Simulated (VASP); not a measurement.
Input:

```yaml
crystal:
  lattice:
    - [3.07662, 0.00000, 0.00000]
    - [-1.53831, 2.66443, 0.00000]
    - [0.00000, 0.00000, 15.09808]
  atoms:
    - { symbol: Si, position: [0.33333, 0.66667, 0.83299] }
    - { symbol: Si, position: [0.66667, 0.33333, 0.33299] }
    - { symbol: Si, position: [0.66667, 0.33333, 0.66650] }
    - { symbol: Si, position: [0.33333, 0.66667, 0.16650] }
    - { symbol: Si, position: [0.00000, 0.00000, 0.49973] }
    - { symbol: Si, position: [0.00000, 0.00000, 0.99973] }
    - { symbol: C, position: [0.00000, 0.00000, 0.87437] }
    - { symbol: C, position: [0.00000, 0.00000, 0.37437] }
    - { symbol: C, position: [0.33333, 0.66667, 0.70800] }
    - { symbol: C, position: [0.66667, 0.33333, 0.20800] }
    - { symbol: C, position: [0.66667, 0.33333, 0.54152] }
    - { symbol: C, position: [0.33333, 0.66667, 0.04152] }
```

These are PBE GGA, VASP's PBE PAW potentials (set 64) (plane waves; VASP) values and carry that method's errors. Numerical set-up: 400 eV cut-off, 6×6×2 Γ-centred mesh, Fermi-Dirac smearing of 0.050 eV, potentials Si C.

At this cut-off the stress carries a Pulay error, which pulls relaxed volumes low.

Problem. What does the run give for the energy per atom (σ→0), pressure, band gap (on the k-mesh) with the smallest direct gap where there is one?

Solution. 
```json
{
  "band gap (on the k-mesh)": "2.02 eV",
  "smallest direct gap (on the k-mesh)": "3.12 eV",
  "energy per atom (σ→0)": "-7.529 eV/atom",
  "pressure": "2.71 GPa"
}
```

The absolute energy has meaning only against runs of the same code, potentials and settings.

The structure comes from a computed database's SiC entry; how it stands against other phases isn't given here. The cell was not relaxed at this level.
